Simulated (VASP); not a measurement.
Output of a VASP run:

**OSZICAR**
```
       N       E                     dE             d eps       ncg     rms          rms(c)
DAV:   1     0.441660367449E+03    0.44166E+03   -0.19726E+04   520   0.156E+03
DAV:   2     0.434018689289E+02   -0.39826E+03   -0.39012E+03   660   0.360E+02
DAV:   3    -0.512955338398E+01   -0.48531E+02   -0.47254E+02   612   0.132E+02
DAV:   4    -0.707012026035E+01   -0.19406E+01   -0.19364E+01   712   0.330E+01
DAV:   5    -0.712377126145E+01   -0.53651E-01   -0.53625E-01   690   0.471E+00    0.551E+00
DAV:   6    -0.647363866446E+01    0.65013E+00   -0.14699E+00   688   0.128E+01    0.360E+00
DAV:   7    -0.645994002569E+01    0.13699E-01   -0.59904E-01   776   0.500E+00    0.174E+00
DAV:   8    -0.647890848522E+01   -0.18968E-01   -0.84089E-02   768   0.263E+00    0.277E-01
DAV:   9    -0.647983052453E+01   -0.92204E-03   -0.18190E-02   732   0.119E+00    0.128E-01
DAV:  10    -0.648090557389E+01   -0.10750E-02   -0.24145E-03   618   0.332E-01    0.502E-02
DAV:  11    -0.648100375874E+01   -0.98185E-04   -0.23630E-04   778   0.151E-01    0.175E-02
DAV:  12    -0.648101913281E+01   -0.15374E-04   -0.43232E-05   708   0.748E-02    0.462E-03
DAV:  13    -0.648102000839E+01   -0.87558E-06   -0.47367E-06   772   0.224E-02    0.372E-03
DAV:  14    -0.648102085529E+01   -0.84689E-06   -0.16661E-06   554   0.851E-03    0.558E-04
DAV:  15    -0.648102084185E+01    0.13435E-07   -0.35105E-08   438   0.271E-03
   1 F= -.64810208E+01 E0= -.64810208E+01  d E =-.433480E-16
```

File OUTCAR:
```
------------------------ aborting loop because EDIFF is reached ----------------------------------------
  FORCE on cell =-STRESS in cart. coord.  units (eV):
  Direction    XX          YY          ZZ          XY          YZ          ZX
  --------------------------------------------------------------------------------------
  Total        1.9535165      1.9535165      1.9535165      0.0000000      0.0000000     -0.0000000
  in kB       18.5940858     18.5940858     18.5940858      0.0000000      0.0000000     -0.0000000
  external PRESSURE =      18.5940858 kB  Pullay stress =       0.0000000 kB
  volume of cell :      168.33
      direct lattice vectors                 reciprocal lattice vectors
     5.521422024  0.000000000  0.000000000     0.181112763  0.000000000  0.000000000
     0.000000000  5.521422024  0.000000000     0.000000000  0.181112763  0.000000000
     0.000000000  0.000000000  5.521422024     0.000000000  0.000000000  0.181112763
 POSITION                                       TOTAL-FORCE (eV/Angst)
 -----------------------------------------------------------------------------------
      0.00000      0.00000      0.00000         0.000000      0.000000      0.000000
      2.76071      2.76071      2.76071         0.000000      0.000000      0.000000
      2.76071      0.00000      2.76071         0.000000      0.000000      0.000000
      0.00000      2.76071      2.76071         0.000000      0.000000      0.000000
      2.76071      2.76071      0.00000         0.000000      0.000000      0.000000
 -----------------------------------------------------------------------------------
    total drift:                                0.000000     -0.000000     -0.000000
  FREE ENERGIE OF THE ION-ELECTRON SYSTEM (eV)
  ---------------------------------------------------
  free  energy   TOTEN  =        -6.4810208419 eV

  energy  without entropy=       -6.4810208419  energy(sigma->0) =       -6.48102084
```
(Selected blocks of OUTCAR.)

File POSCAR:
```
CsPbCl3
1
    5.5214220235     0.0000000000     0.0000000000
    0.0000000000     5.5214220235     0.0000000000
    0.0000000000     0.0000000000     5.5214220235
Cs Pb Cl
1 1 3
Direct
  0.0000000000   0.0000000000   0.0000000000
  0.5000000000   0.5000000000   0.5000000000
  0.5000000000   0.0000000000   0.5000000000
  0.0000000000   0.5000000000   0.5000000000
  0.5000000000   0.5000000000   0.0000000000
```

### Question
Reconstruct the remaining input files.

### Answer
One answer among several that fit: the input of the run itself, vdW-DF-cx, plane waves, VASP's PBE PAW potentials (set 64).

### INCAR
```
AGGAC = 0.0
ALGO = Normal
EDIFF = 1E-7
ENCUT = 520
GGA = CX
ISIF = 2
ISMEAR = 0
LASPH = .TRUE.
LCHARG = .FALSE.
LMAXMIX = 4
LREAL = .FALSE.
LUSE_VDW = .TRUE.
LWAVE = .FALSE.
NELM = 100
PREC = Accurate
SIGMA = 0.05
SYSTEM = CsPbCl3
```

### KPOINTS
```
Automatic
0
Gamma
 4 4 4
```

POTCAR, in this order: Cs_sv Pb_d Cl (PBE.64 set). Program: vasp_std.

The compound is CsPbCl3 in the cubic perovskite structure, the ideal cubic form; the compound distorts at low or room temperature. This cell is one point of a volume scan, at 0.94 of the reference volume.
